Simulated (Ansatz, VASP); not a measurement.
**KNaICl in VASP and in Ansatz**

```
K Na I Cl
1.0
     4.16210    0.00000    0.00000
     0.00000    4.79548    0.00000
     0.00000    0.00000    6.02302
K Na I Cl
1 1 1 1
Direct
  0.50000 0.50000 0.50000
  0.00000 0.00000 0.00000
  0.50000 0.50000 0.00000
  0.00000 0.00000 0.50000
```

Change from the starting cell: strain +e along x and -e along y -0.0733, strain +e along z and -e/2 along x and y -0.0733.

Alike in both runs: task single point; functional LDA; k mesh 6 × 6 × 4; occupations gaussian, width 0.05 eV; no spin polarisation.

|  | VASP | Ansatz |
| --- | --- | --- |
| version | VASP 6.6.1 | Ansatz 0.2.0 |
| potentials or method | VASP PAW LDA potentials, release 64 (K_sv, Na_pv, I, Cl) | scalar-relativistic, plane waves, PAW |
| plane-wave cutoff (eV) | 520 | 520 |
| valence electrons in the cell | 30 | 42 |

Ansatz gave:

| Item | Value |
| --- | --- |
| gap on the k mesh at the Fermi level (eV) | 3.48 |
| least direct gap on the mesh (eV) | 3.48 |
| pressure (GPa) | 0.6 |
| largest component of the traceless stress (GPa) | 3.77 |

Task: Which values does VASP return?

Result: gap on the k mesh at the Fermi level (eV): 3.49; least direct gap on the mesh (eV): 3.49; pressure (GPa): 0.6; largest component of the traceless stress (GPa): 3.84.

The two sets of potentials don't hold the same shells in valence.

Caveats: spin-orbit coupling is left out, which moves the levels of the heavy elements.
